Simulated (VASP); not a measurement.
Energy against volume of CuI (zinc blende). All values below come from LDA (Ceperley-Alder, Perdew-Zunger), VASP's LDA PAW potentials (set 64) (plane waves; VASP 6.6.1). Numerical set-up: 520 eV cut-off, 8×8×8 Γ-centred mesh, Gaussian smearing of 0.050 eV, potentials Cu I.

```csv
V (Å³/atom),E (eV/atom)
23.727,-3.48004
24.484,-3.49391
25.241,-3.49816
25.998,-3.49442
```

**Question.** Fit these four points and predict the energy of the run at 26.755 Å³/atom.

**Answer.** A cubic in V^(−2/3), the third-order Birch-Murnaghan form, passes through the four points with V0 = 25.24 Å³/atom and B0 = 56 GPa, and gives -3.4840 eV/atom there. The run gave -3.4840 eV/atom, -0.0 meV/atom from the fit; all five points give B0 = 56 GPa.

The compound is CuI in the zinc blende structure. It was relaxed first, which changed the volume by -9 %.
